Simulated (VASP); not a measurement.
Here is the system:

```
CELL_PARAMETERS angstrom
      1.40760    -2.43804     0.00000
      1.40760     2.43804     0.00000
      0.00000     0.00000     4.54920
ATOMIC_POSITIONS crystal
  Re 0.33333 0.66667 0.25000
  Re 0.66667 0.33333 0.75000
```

Method: PBE GGA, VASP's PBE PAW potentials (set 64) (plane waves; VASP). Settings: 400 eV cut-off, KSPACING 0.3 per Å, first-order Methfessel-Paxton smearing of 0.10 eV, potentials Re.

Problem. Give the stress tensor in GPa (positive for a compressed cell).

Solution. 
```
-14.22    0.00    0.00
  0.00  -14.22    0.00
  0.00    0.00  -16.50
```
The pressure is its mean diagonal, -14.98 GPa.

The compound is Re in the hcp structure. The cell was not relaxed at this level. The run is one of a series of settings (KGAMMA = .TRUE., KSPACING = 0.3, KPOINTS file removed against the base run), some of them coarse on purpose.
